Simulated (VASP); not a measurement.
## PbF2: transverse stress against strain

PbF2 (fluorite, Fm-3m, 17.071 Å³/atom and stress up to 0.08 GPa in the relaxed cell, cube axes along x, y and z) under a strain ε along a cube axis (axis z), the other axes held. PBEsol in VASP (plane waves, PAW), 600 eV, 10×10×10 Γ-centred mesh, Gaussian smearing 0.05 eV; ions are relaxed, or left where forces stay under 0.02 eV/Å, within the symmetry of each cell. Stress is positive for a compressed cell.

Here s stands for strain and y for stress xx.

| strain (%) | stress xx (GPa) |
|---|---|
| -1.50 | 0.85 |
| -1.00 | 0.53 |
| -0.50 | 0.22 |
| 0.00 | -0.08 |
| 0.50 | -0.37 |
| 1.00 | -0.65 |
| 1.50 | -0.92 |
| 3.00 | ? |

The 7 complete rows are fitted with a straight line, y against s. Means: s 0, y -0.060. About the means, the sum of products is -4.1300 and the sum of squares of s is 7.0000; the slope is their ratio. Least squares gives y = -0.060 - 0.5900·s. Residuals (row less fit): 0.025, 0.000, -0.015, -0.020, -0.015, 0.000, 0.025; standard error 0.020 (degrees of freedom: 5). The slope gives the elastic constant C12 = 59.0 ± 0.8 GPa (± standard error of the fit, which holds the terms cut off).

Problem. What does the fit predict for y at s = 3.00, and how far is the calculated value from it?

Solution. y = -0.060 - 0.5900 × 3.0 = -1.830 GPa. The calculation gives -1.68 GPa, 0.150 GPa above the prediction (5.9 % of the range of y in the table). The row lies outside the fitted rows, so this is an extrapolation. From the scatter of the fitted rows alone, a prediction at this place has a standard error of 0.032 GPa, so the miss is 4.7 times that.

A polynomial of degree 2 through the 12 other runs of the series gives -1.68 there, so most of the miss is curvature that the fit leaves out. Spin-orbit coupling is left out, which can shift these values for the heavy elements here. PbF2 is here the β form. Rows are the converged runs of the series near zero and its far end, less any whose ions stayed unrelaxed beside relaxed ones; series whose fitted rows scatter by over a few per cent of the range, as at a crossing or softening among them, aren't shown in this form. Most that stay on the fit to the last digits aren't either.
